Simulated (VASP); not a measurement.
Energy against volume of KMgF3 (cubic perovskite). Computed with PW91 GGA, VASP's PBE PAW potentials (set 64) (plane waves; VASP). Settings: 520 eV cut-off, 6×6×6 Γ-centred mesh, Gaussian smearing of 0.050 eV, potentials K_sv Mg F.

| V (Å³/atom) | E (eV/atom) |
|---|---|
| 12.763 | -4.93819 |
| 13.157 | -4.94184 |
| 13.552 | -4.94038 |
| 13.947 | -4.93457 |

Question: Fit these four points and predict the energy of the run at 12.368 Å³/atom.

Answer: A cubic in V^(−2/3), the third-order Birch-Murnaghan form, passes through the four points with V0 = 13.23 Å³/atom and B0 = 67 GPa, and gives -4.9285 eV/atom there. The run gave -4.9285 eV/atom, -0.0 meV/atom from the fit; all five points give B0 = 67 GPa.

The compound is KMgF3 in the cubic perovskite structure. It was relaxed first.
